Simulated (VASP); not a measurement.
The system is YPPd3.

```xyz
5
Lattice="4.1505 0.0000 0.0000 0.0000 4.1505 0.0000 0.0000 0.0000 4.1505" Properties=species:S:1:pos:R:3 pbc="T T T"
Y     0.0000    0.0000    0.0000
P     2.0752    2.0752    2.0752
Pd    2.0752    2.0752    0.0000
Pd    2.0752    0.0000    2.0752
Pd    0.0000    2.0752    2.0752
```

The cell was built by a generator and needn't be a form met in nature.

```yaml
Program: VASP 6.6.1
Task: relaxation of cell and atoms
Functional: PBE
Potentials_or_basis: VASP PAW PBE potentials, release 64 (Y_sv, P, Pd)
Cutoff: 600 eV
k_mesh: 7 × 7 × 7
Occupations: gaussian, width 0.05 eV
Spin: no spin polarisation
```

At the start: pressure 68.6 GPa; volume 14.30 Å³/atom.

Problem. How do energy, volume and symmetry change on relaxing?

Solution. Over 5 steps the energy falls by 784.2 meV/atom and the volume is 19.12 Å³/atom (+33.7 %); space group Pm-3m (No. 221, to 0.05 Å).

Step by step:
```
step  energy change (eV)  largest force (eV/Å)  pressure (GPa)  volume (Å³)
   1              0.0000                0.0000           68.63        71.50
   2              1.4837                0.0000          -17.91       155.45
   3             -3.8732                0.0000           -4.07        99.26
   4             -3.9145                0.0000           -1.57        96.93
   5             -3.9211                0.0000            0.04        95.59
```

Final structure:
```cif
data_structure
_symmetry_space_group_name_H-M 'P 1'
_symmetry_Int_Tables_number 1
_cell_length_a 4.5723
_cell_length_b 4.5723
_cell_length_c 4.5723
_cell_angle_alpha 90.000
_cell_angle_beta 90.000
_cell_angle_gamma 90.000
_cell_volume 95.59
loop_
_atom_site_label
_atom_site_type_symbol
_atom_site_fract_x
_atom_site_fract_y
_atom_site_fract_z
_atom_site_occupancy
Y1 Y 0.00000 0.00000 0.00000 1
P1 P 0.50000 0.50000 0.50000 1
Pd1 Pd 0.50000 0.50000 0.00000 1
Pd2 Pd 0.50000 0.00000 0.50000 1
Pd3 Pd 0.00000 0.50000 0.50000 1
```

Caveat: the volume moved by over 15 % at a fixed basis, so the end points are rough.
